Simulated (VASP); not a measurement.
These are revTPSS meta-GGA, VASP's PBE PAW potentials (set 64) (plane waves; VASP 6.6.1) values and carry that method's errors.

The input files of a VASP run:

POSCAR:
```
CuAu
1
    2.8000000000     0.0000000000     0.0000000000
    0.0000000000     2.8000000000     0.0000000000
    0.0000000000     0.0000000000     3.6700000000
Cu Au
1 1
Direct
  0.0000000000   0.0000000000   0.0000000000
  0.5000000000   0.5000000000   0.5000000000
```

INCAR:
```
! general
SYSTEM  = CuAu
PREC    = Accurate
ENCUT   = 520
LREAL   = F   ! projection in real space or not
LASPH   = T

! electronic loop
EDIFF   = 1E-6   ! SCF stop (eV)
NELM    = 100
ALGO    = Normal
LMAXMIX = 6   ! l cut-off of mixed one-centre charges
LMIXTAU = T

! smearing
ISMEAR  = 1
SIGMA   = 0.1

! functional
METAGGA = RTPSS

! ions
IBRION  = 2
NSW     = 60   ! most ionic steps
ISIF    = 3   ! ions, shape and volume
EDIFFG  = -0.01   ! ionic stop

! output
LWAVE   = F
LCHARG  = F
```

KPOINTS:
```
Automatic mesh
0
Gamma
12 12 9
0 0 0
```

POTCAR, in this order: Cu Au (PBE.64 set). Program: vasp_std.

The run wrote:

**OSZICAR**
```
...
   3 F= 0.38776425E+02 E0= 0.38776770E+02  d E =-.322715E-02
       N       E                     dE             d eps       ncg     rms          rms(c)
DAV:   1     0.387750764517E+02   -0.13485E-02   -0.23163E-02  4264   0.320E+00    0.279E-01
DAV:   2     0.387757244134E+02    0.64796E-03   -0.11270E-02  4228   0.341E+00    0.196E-01
DAV:   3     0.387762960387E+02    0.57163E-03   -0.51399E-03  4453   0.266E+00    0.139E-01
DAV:   4     0.387763940658E+02    0.98027E-04   -0.24000E-04  5515   0.532E-01    0.657E-02
DAV:   5     0.387764249283E+02    0.30863E-04   -0.10388E-04  5333   0.360E-01    0.137E-02
DAV:   6     0.387764258283E+02    0.89998E-06   -0.24707E-05  5118   0.160E-01    0.328E-03
DAV:   7     0.387764252696E+02   -0.55872E-06   -0.15241E-06  2289   0.380E-02
   4 F= 0.38776425E+02 E0= 0.38776772E+02  d E =-.322684E-02
       N       E                     dE             d eps       ncg     rms          rms(c)
DAV:   1     0.387761771399E+02   -0.24869E-03   -0.40183E-03  4264   0.132E+00    0.117E-01
DAV:   2     0.387763129887E+02    0.13585E-03   -0.19594E-03  4228   0.141E+00    0.829E-02
DAV:   3     0.387763943355E+02    0.81347E-04   -0.88984E-04  4453   0.112E+00    0.582E-02
DAV:   4     0.387764106764E+02    0.16341E-04   -0.42429E-05  5507   0.221E-01    0.275E-02
DAV:   5     0.387764106364E+02   -0.40072E-07   -0.17676E-05  5370   0.148E-01    0.588E-03
DAV:   6     0.387764103423E+02   -0.29405E-06   -0.38539E-06  4309   0.635E-02
   5 F= 0.38776410E+02 E0= 0.38776757E+02  d E =-.324177E-02
       N       E                     dE             d eps       ncg     rms          rms(c)
DAV:   1     0.387762545673E+02   -0.15607E-03   -0.27261E-03  4264   0.109E+00    0.966E-02
DAV:   2     0.387763489336E+02    0.94366E-04   -0.13515E-03  4228   0.118E+00    0.692E-02
DAV:   3     0.387764037986E+02    0.54865E-04   -0.61268E-04  4474   0.933E-01    0.480E-02
DAV:   4     0.387764146020E+02    0.10803E-04   -0.28491E-05  5541   0.180E-01    0.229E-02
DAV:   5     0.387764140929E+02   -0.50914E-06   -0.12481E-05  5369   0.125E-01    0.504E-03
DAV:   6     0.387764138493E+02   -0.24354E-06   -0.26732E-06  3228   0.548E-02
   6 F= 0.38776414E+02 E0= 0.38776760E+02  d E =-.323826E-02
       N       E                     dE             d eps       ncg     rms          rms(c)
DAV:   1     0.387712424041E+02   -0.51717E-02   -0.22958E-01  4676   0.486E+00    0.423E-01
DAV:   2     0.387740854880E+02    0.28431E-02   -0.36852E-03  6312   0.160E+00    0.263E-01
DAV:   3     0.387743738940E+02    0.28841E-03   -0.50821E-03  5057   0.254E+00    0.235E-01
DAV:   4     0.387751099995E+02    0.73611E-03   -0.24202E-03  5500   0.175E+00    0.354E-02
DAV:   5     0.387750948874E+02   -0.15112E-04   -0.21903E-04  4919   0.200E-01    0.231E-02
DAV:   6     0.387750895978E+02   -0.52896E-05   -0.82325E-05  5001   0.149E-01    0.104E-02
DAV:   7     0.387750910537E+02    0.14559E-05   -0.40956E-05  5322   0.969E-02    0.236E-03
DAV:   8     0.387750929598E+02    0.19061E-05   -0.26372E-06  4033   0.303E-02    0.106E-03
DAV:   9     0.387750926346E+02   -0.32515E-06   -0.19164E-07  2219   0.621E-03
   7 F= 0.38775093E+02 E0= 0.38775387E+02  d E =-.132121E-02
       N       E                     dE             d eps       ncg     rms          rms(c)
DAV:   1     0.387376846381E+02   -0.37408E-01   -0.20820E+00  4648   0.146E+01    0.127E+00
DAV:   2     0.387639153360E+02    0.26231E-01   -0.30098E-02  6274   0.433E+00    0.760E-01
DAV:   3     0.387672588953E+02    0.33436E-02   -0.41750E-02  5310   0.704E+00    0.627E-01
DAV:   4     0.387728383027E+02    0.55794E-02   -0.20131E-02  5272   0.523E+00    0.105E-01
DAV:   5     0.387727136282E+02   -0.12467E-03   -0.17376E-03  4966   0.560E-01    0.684E-02
DAV:   6     0.387726734241E+02   -0.40204E-04   -0.59446E-04  5102   0.395E-01    0.290E-02
DAV:   7     0.387726841384E+02    0.10714E-04   -0.34749E-04  5287   0.286E-01    0.745E-03
DAV:   8     0.387727013533E+02    0.17215E-04   -0.24549E-05  5284   0.922E-02    0.308E-03
DAV:   9     0.387726992597E+02   -0.20936E-05   -0.66065E-07  3304   0.109E-02    0.156E-03
DAV:  10     0.387726996651E+02    0.40541E-06   -0.68118E-07  2198   0.162E-02
   8 F= 0.38772700E+02 E0= 0.38772916E+02  d E =-.371418E-02
       N       E                     dE             d eps       ncg     rms          rms(c)
DAV:   1     0.387660445701E+02   -0.66547E-02   -0.37861E-01  4634   0.619E+00    0.542E-01
DAV:   2     0.387708810105E+02    0.48364E-02   -0.49194E-03  6362   0.158E+00    0.318E-01
DAV:   3     0.387716842578E+02    0.80325E-03   -0.63522E-03  5603   0.268E+00    0.234E-01
DAV:   4     0.387724507668E+02    0.76651E-03   -0.31655E-03  5061   0.204E+00    0.445E-02
DAV:   5     0.387724335684E+02   -0.17198E-04   -0.28275E-04  5326   0.245E-01    0.284E-02
DAV:   6     0.387724264879E+02   -0.70806E-05   -0.93987E-05  5183   0.156E-01    0.115E-02
DAV:   7     0.387724281250E+02    0.16371E-05   -0.58890E-05  5330   0.119E-01    0.296E-03
DAV:   8     0.387724311762E+02    0.30512E-05   -0.44020E-06  4538   0.375E-02    0.130E-03
DAV:   9     0.387724309017E+02   -0.27450E-06   -0.10995E-07  2219   0.525E-03
   9 F= 0.38772431E+02 E0= 0.38772583E+02  d E =-.398295E-02
       N       E                     dE             d eps       ncg     rms          rms(c)
DAV:   1     0.387715062106E+02   -0.92497E-03   -0.53585E-02  4606   0.232E+00    0.204E-01
DAV:   2     0.387721964939E+02    0.69028E-03   -0.68590E-04  6366   0.578E-01    0.119E-01
DAV:   3     0.387723283128E+02    0.13182E-03   -0.83415E-04  5733   0.958E-01    0.821E-02
DAV:   4     0.387724192390E+02    0.90926E-04   -0.41517E-04  4977   0.733E-01    0.167E-02
DAV:   5     0.387724173327E+02   -0.19063E-05   -0.38156E-05  5553   0.944E-02    0.104E-02
DAV:   6     0.387724161876E+02   -0.11451E-05   -0.13037E-05  5223   0.583E-02    0.430E-03
DAV:   7     0.387724164765E+02    0.28886E-06   -0.83720E-06  5061   0.451E-02
  10 F= 0.38772416E+02 E0= 0.38772536E+02  d E =-.399737E-02
       N       E                     dE             d eps       ncg     rms          rms(c)
DAV:   1     0.387382493342E+02   -0.34167E-01   -0.59075E-01  4224   0.170E+01    0.143E+00
DAV:   2     0.387566709266E+02    0.18422E-01   -0.30532E-01  4200   0.184E+01    0.897E-01
DAV:   3     0.387708256941E+02    0.14155E-01   -0.13368E-01  4230   0.131E+01    0.572E-01
DAV:   4     0.387728498644E+02    0.20242E-02   -0.57746E-03  5478   0.252E+00    0.294E-01
DAV:   5     0.387733709885E+02    0.52112E-03   -0.23418E-03  5458   0.173E+00    0.677E-02
DAV:   6     0.387733734039E+02    0.24154E-05   -0.45398E-04  5966   0.698E-01    0.716E-03
DAV:   7     0.387733617693E+02   -0.11635E-04   -0.17403E-05  5501   0.989E-02    0.354E-03
DAV:   8     0.387733618813E+02    0.11199E-06   -0.24625E-06  2928   0.519E-02
  11 F= 0.38773362E+02 E0= 0.38773429E+02  d E =0.945405E-03
       N       E                     dE             d eps       ncg     rms          rms(c)
DAV:   1     0.387487892478E+02   -0.24573E-01   -0.38559E-01  4224   0.136E+01    0.120E+00
DAV:   2     0.387595513266E+02    0.10762E-01   -0.22517E-01  4214   0.155E+01    0.809E-01
DAV:   3     0.387711196076E+02    0.11568E-01   -0.92737E-02  4256   0.122E+01    0.428E-01
DAV:   4     0.387721051995E+02    0.98559E-03   -0.37456E-03  5936   0.174E+00    0.237E-01
DAV:   5     0.387723588288E+02    0.25363E-03   -0.14102E-03  5746   0.130E+00    0.624E-02
DAV:   6     0.387723577764E+02   -0.10525E-05   -0.22931E-04  6244   0.466E-01    0.753E-03
DAV:   7     0.387723514911E+02   -0.62853E-05   -0.90568E-06  4410   0.379E-02    0.318E-03
DAV:   8     0.387723497520E+02   -0.17391E-05   -0.24537E-06  4483   0.373E-02    0.125E-03
DAV:   9     0.387723497441E+02   -0.79249E-08   -0.32222E-07  2128   0.127E-02
  12 F= 0.38772350E+02 E0= 0.38772459E+02  d E =-.667324E-04
```

### OUTCAR
```
------------------------ aborting loop because EDIFF is reached ----------------------------------------
  FORCE on cell =-STRESS in cart. coord.  units (eV):
  Direction    XX          YY          ZZ          XY          YZ          ZX
  --------------------------------------------------------------------------------------
  Total        0.0080498      0.0080498      0.0164695      0.0000000      0.0000000     -0.0000000
  in kB        0.4541410      0.4541410      0.9291528      0.0000000      0.0000000     -0.0000000
  external PRESSURE =       0.6124782 kB  Pullay stress =       0.0000000 kB
  volume of cell :       28.40
      direct lattice vectors                 reciprocal lattice vectors
     2.832957537  0.000000000  0.000000000     0.352987995  0.000000000  0.000000000
     0.000000000  2.832957537  0.000000000     0.000000000  0.352987995 -0.000000000
     0.000000000  0.000000000  3.538546776     0.000000000  0.000000000  0.282601888
 POSITION                                       TOTAL-FORCE (eV/Angst)
 -----------------------------------------------------------------------------------
      0.00000      0.00000      0.00000         0.000000      0.000000      0.000000
      1.41648      1.41648      1.76927         0.000000     -0.000000      0.000000
 -----------------------------------------------------------------------------------
    total drift:                                0.000000      0.000000     -0.000000
  FREE ENERGIE OF THE ION-ELECTRON SYSTEM (eV)
  ---------------------------------------------------
  free  energy   TOTEN  =        38.7723497441 eV

  energy  without entropy=       38.7726768975  energy(sigma->0) =       38.77245880

 reached required accuracy - stopping structural energy minimisation
```
(Selected blocks of OUTCAR.)

**CONTCAR**
```
CuAu
   1.00000000000000
     2.8329575373170872    0.0000000000000000    0.0000000000000000
     0.0000000000000000    2.8329575373170872    0.0000000000000000
     0.0000000000000000    0.0000000000000000    3.5385467763190377
  Cu              Au
     1     1
Direct
     0.0000000000000000    0.0000000000000000    0.0000000000000000
     0.5000000000000000    0.5000000000000000    0.5000000000000000
```

The compound is CuAu in the L1_0 structure. This run relaxes it. Symmetry was kept, so distortions that lower it aren't found.
